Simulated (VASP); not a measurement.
Data:

```
Hf31LaO64
1.0
   10.12538     0.00000     0.00000
    0.00000    10.12538     0.00000
    0.00000     0.00000    10.12538
Hf O La
31 64 1
Direct
  0.49857   0.00196   0.00035
  0.75096   0.25033   0.99395
  0.74871   0.99900   0.24833
  0.00174   0.00190   0.99829
  0.24508   0.25379   0.99914
  0.50182   0.49829   0.99913
  0.74666   0.75348   0.00443
  0.24947   0.00183   0.25119
  0.50054   0.24556   0.24768
  0.74951   0.49393   0.24848
  0.50090   0.99238   0.49903
  0.75343   0.24597   0.49772
  0.74933   0.00062   0.74836
  0.99572   0.50460   0.00278
  0.25192   0.74725   0.00033
  0.00100   0.25360   0.24669
  0.24630   0.50070   0.24871
  0.50097   0.74808   0.25141
  0.99704   0.00282   0.50013
  0.25056   0.24731   0.49817
  0.75391   0.75220   0.50049
  0.24872   0.00004   0.75244
  0.50163   0.24566   0.74933
  0.74931   0.50244   0.75395
  0.99706   0.75208   0.25296
  0.00030   0.49912   0.50146
  0.25028   0.75255   0.49981
  0.99916   0.25544   0.74972
  0.25075   0.49653   0.74782
  0.50186   0.75143   0.75065
  0.00513   0.74944   0.74827
  0.61760   0.13120   0.11298
  0.87621   0.38002   0.36188
  0.88243   0.37075   0.11186
  0.12145   0.62077   0.36041
  0.88188   0.13096   0.38393
  0.13086   0.38032   0.63902
  0.11292   0.13128   0.11021
  0.36771   0.36424   0.36215
  0.38289   0.36911   0.11680
  0.63529   0.62503   0.36679
  0.61655   0.63316   0.12691
  0.87074   0.88209   0.36128
  0.88061   0.87487   0.11145
  0.12959   0.12267   0.36248
  0.37942   0.12450   0.38718
  0.64181   0.36402   0.63860
  0.63344   0.35687   0.37523
  0.88140   0.61972   0.63800
  0.87645   0.63399   0.38929
  0.12677   0.88020   0.63841
  0.61871   0.12663   0.61339
  0.86758   0.37647   0.86635
  0.88278   0.36832   0.61202
  0.12932   0.62171   0.86188
  0.88325   0.13128   0.88692
  0.12887   0.37799   0.13598
  0.11915   0.63125   0.11377
  0.37150   0.87464   0.36283
  0.38023   0.86953   0.11295
  0.63033   0.11423   0.36507
  0.12458   0.36703   0.38978
  0.37036   0.63093   0.63524
  0.36919   0.63297   0.36764
  0.62655   0.87720   0.63654
  0.62204   0.86454   0.38467
  0.86764   0.12245   0.63721
  0.11421   0.13192   0.61450
  0.36441   0.37978   0.86737
  0.37545   0.35980   0.62354
  0.63163   0.62395   0.88273
  0.63702   0.63624   0.63630
  0.86928   0.88027   0.86395
  0.87834   0.87139   0.61256
  0.12922   0.12370   0.86440
  0.38070   0.13162   0.88737
  0.63332   0.37980   0.13139
  0.61401   0.36956   0.88202
  0.86972   0.62481   0.13465
  0.87813   0.63110   0.88621
  0.12692   0.88106   0.13689
  0.11869   0.87074   0.38838
  0.36833   0.11915   0.63525
  0.12755   0.63385   0.60864
  0.36685   0.88117   0.86527
  0.37570   0.87222   0.61498
  0.63328   0.12309   0.86521
  0.11494   0.37094   0.88689
  0.36648   0.62090   0.12155
  0.38262   0.63302   0.87663
  0.63164   0.88240   0.13393
  0.61927   0.87261   0.88756
  0.86581   0.12323   0.13450
  0.11604   0.87359   0.89016
  0.36488   0.12379   0.13658
  0.50202   0.49926   0.50145
```
Cell charge -2.

The numbers are results of PBE GGA, VASP's PBE PAW potentials (set 64) (plane waves; VASP 6.6.1), not measurements. Settings: PREC = Normal, LREAL = Auto, ISYM = 0, NELECT = 521.0, EDIFF = 1E-5, 400 eV cut-off, 1×1×1 Γ-centred mesh, Gaussian smearing of 0.050 eV, potentials Hf O La. Starting moments (MAGMOM): 96*0.0104. The cell's moment is fixed (NUPDOWN = 1).

The cell is charged, with a uniform compensating background. The supercell is sampled at Γ alone, which is coarse: total energies, pressure and levels can be off, energies of defects by several tenths of an eV.

**Question.** The ions are relaxed. Give the cell that the relaxation ends in.

**Answer.** 
```
Hf31LaO64
1.0
   10.12538     0.00000     0.00000
    0.00000    10.12538     0.00000
    0.00000     0.00000    10.12538
Hf O La
31 64 1
Direct
  0.49992   0.99998   0.00001
  0.75025   0.25241   0.99920
  0.75040   0.00139   0.24829
  0.99994   0.00001   0.00002
  0.24960   0.25222   0.00133
  0.50008   0.50005   0.00000
  0.75042   0.74774   0.00073
  0.24948   0.99862   0.24820
  0.50109   0.24800   0.24797
  0.75106   0.49834   0.24928
  0.50009   0.00003   0.50001
  0.74978   0.24684   0.50185
  0.75050   0.99908   0.75187
  0.00007   0.50003   0.99998
  0.24963   0.74792   0.99848
  0.00120   0.25109   0.25143
  0.24881   0.50282   0.24922
  0.49865   0.75228   0.24798
  0.00005   0.00005   0.50000
  0.24984   0.24657   0.49740
  0.75000   0.75353   0.49801
  0.24958   0.00167   0.75168
  0.49866   0.24780   0.75202
  0.75101   0.50192   0.75059
  0.99844   0.74917   0.25138
  0.99990   0.50001   0.50000
  0.24984   0.75369   0.50258
  0.99836   0.25086   0.74860
  0.24870   0.49724   0.75062
  0.50132   0.75220   0.75204
  0.00130   0.74906   0.74853
  0.62283   0.14097   0.10837
  0.88270   0.39357   0.35659
  0.88046   0.35939   0.10908
  0.11622   0.60632   0.35633
  0.88153   0.14133   0.39073
  0.11621   0.39363   0.64355
  0.12248   0.14007   0.10975
  0.36634   0.37667   0.35169
  0.38243   0.35703   0.10733
  0.63270   0.62366   0.35183
  0.61811   0.64321   0.10751
  0.87629   0.89124   0.35962
  0.87701   0.85999   0.10971
  0.12415   0.10907   0.35978
  0.38199   0.13892   0.39184
  0.63264   0.37666   0.64817
  0.63380   0.35260   0.37656
  0.88279   0.60659   0.64336
  0.88049   0.64284   0.39354
  0.12427   0.89102   0.64020
  0.61850   0.13877   0.60830
  0.87738   0.38980   0.86011
  0.88046   0.35732   0.60641
  0.12296   0.61034   0.85990
  0.87684   0.14004   0.89026
  0.12292   0.38973   0.14007
  0.12010   0.64074   0.10903
  0.37751   0.89285   0.35864
  0.37655   0.85930   0.10839
  0.62298   0.10782   0.35874
  0.11852   0.35713   0.39397
  0.36637   0.62362   0.64850
  0.36524   0.64810   0.37649
  0.62304   0.89259   0.64137
  0.61861   0.86161   0.39174
  0.87625   0.10896   0.64030
  0.11879   0.14125   0.60953
  0.37705   0.39219   0.86277
  0.36522   0.35218   0.62356
  0.62344   0.60793   0.86279
  0.63392   0.64783   0.62342
  0.88002   0.88986   0.85910
  0.88168   0.85884   0.60926
  0.11936   0.11001   0.85914
  0.37650   0.14085   0.89153
  0.62343   0.39222   0.13719
  0.61792   0.35693   0.89249
  0.87755   0.61028   0.13984
  0.88050   0.64068   0.89087
  0.11947   0.89006   0.14082
  0.11877   0.85883   0.39046
  0.37746   0.10745   0.64127
  0.11863   0.64287   0.60599
  0.37957   0.89219   0.85890
  0.38208   0.86131   0.60815
  0.61975   0.10780   0.85896
  0.11995   0.35930   0.89088
  0.37725   0.60798   0.13737
  0.38261   0.64320   0.89280
  0.61982   0.89243   0.14115
  0.62286   0.85921   0.89175
  0.88008   0.11021   0.14086
  0.12244   0.86000   0.89021
  0.37956   0.10807   0.14102
  0.49950   0.50019   0.50005
```
Cell charge -2. The cell ends with 1.00 μB, on the first 30 sites 0.03 0.03 0.03 0.04 0.03 0.02 0.03 0.03 0.01 0.02 0.02 0.02 0.03 0.04 0.03 0.02 0.02 0.01 0.04 0.02 0.02 0.03 0.01 0.02 0.02 0.02 0.02 0.02 0.02 0.01 μB.

**Question.** How much energy does the relaxation gain?

**Answer.** The energy (σ→0) changes by -24.6 meV/atom, in 84 ionic steps.

The cell is a supercell with a defect, built from HfO2 (fluorite, the high-temperature cubic form, which is unstable at 0 K; the monoclinic form is the stable one): La_Hf, charge -2.
